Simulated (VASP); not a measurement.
Energy against volume of PbS (rock salt). All values below come from vdW-DF2, VASP's PBE PAW potentials (set 64) (plane waves; VASP 6.6.1). Run with 520 eV cut-off, 7×7×7 Γ-centred mesh, Gaussian smearing of 0.050 eV, potentials Pb_d S.

```json
[
 {"V (Å³/atom)": "28.499", "E (eV/atom)": "-1.93080"},
 {"V (Å³/atom)": "29.381", "E (eV/atom)": "-1.93524"},
 {"V (Å³/atom)": "30.262", "E (eV/atom)": "-1.93191"},
 {"V (Å³/atom)": "31.143", "E (eV/atom)": "-1.92194"}
]
```

Fit these four points and predict the energy of the run at 27.618 Å³/atom.

A cubic in V^(−2/3), the third-order Birch-Murnaghan form, passes through the four points with V0 = 29.42 Å³/atom and B0 = 47 GPa, and gives -1.9173 eV/atom there. The run gave -1.9172 eV/atom, +0.1 meV/atom from the fit; all five points give B0 = 47 GPa.

The compound is PbS in the rock salt structure. It was relaxed first, which changed the volume by +12 %.
